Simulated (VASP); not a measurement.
Given:

```yaml
crystal:
  lattice:
    - [0.00000, 2.85978, 2.85978]
    - [2.85978, 0.00000, 2.85978]
    - [2.85978, 2.85978, 0.00000]
  atoms:
    - { symbol: Ag, position: [0.00000, 0.00000, 0.00000] }
    - { symbol: Br, position: [0.50000, 0.50000, 0.50000] }
```

The numbers are results of PBE GGA, VASP's PBE PAW potentials (set 64) (plane waves; VASP), not measurements. Run with 520 eV cut-off, 8×8×8 Γ-centred mesh, Gaussian smearing of 0.050 eV, potentials Ag Br.

Task: The job: AgBr (rock salt), 2 atoms, PBE, static run, 520 eV, 8×8×8 Γ-centred mesh. Roughly how much core time does it take on a busy server core?

Result: About 10 core-seconds (one run on a shared machine, a rough figure). It had 29 irreducible k-points, 13 bands, up to 1283 plane waves and 13 electronic steps.

The compound is AgBr in the rock salt structure. This cell is one point of a volume scan, at 0.94 of the reference volume.
